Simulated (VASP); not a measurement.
Input:

```
CELL_PARAMETERS angstrom
      4.68455     0.00000     0.00000
      0.00000     4.68455     0.00000
      0.00000     0.00000     3.12487
ATOMIC_POSITIONS crystal
  Zn 0.00000 0.00000 0.00000
  Zn 0.50000 0.50000 0.50000
  F  0.30305 0.30305 0.00000
  F  0.80305 0.19695 0.50000
  F  0.19695 0.80305 0.50000
  F  0.69695 0.69695 0.00000
```

All values below come from SCAN meta-GGA, VASP's PBE PAW potentials (set 64) (plane waves; VASP). Run with 520 eV cut-off, 5×5×8 Γ-centred mesh, tetrahedra with Blöchl corrections, potentials Zn F.

Q: Tabulate the total density of states (states/eV per cell) against energy (eV; zero at the valence-band maximum or, without a gap, the Fermi level).

A: 
```tsv
E (eV)	DOS (states/eV)
-9.93	0.00
-9.21	0.00
-8.49	0.00
-7.77	0.00
-7.05	0.00
-6.33	0.07
-5.61	4.35
-4.77	12.0
-4.05	7.63
-3.33	11.5
-2.61	6.91
-1.89	7.51
-1.17	4.32
-0.45	6.71
0.27	0.00
0.99	0.00
1.71	0.00
2.43	0.00
3.27	0.00
3.99	0.00
4.71	0.09
5.43	0.21
6.15	0.44
6.87	0.54
7.59	0.54
```
Within 2 eV below the valence-band maximum the largest weight inside VASP's projection spheres is F p, then Zn d.

The compound is ZnF2 in the rutile structure. It was relaxed first.
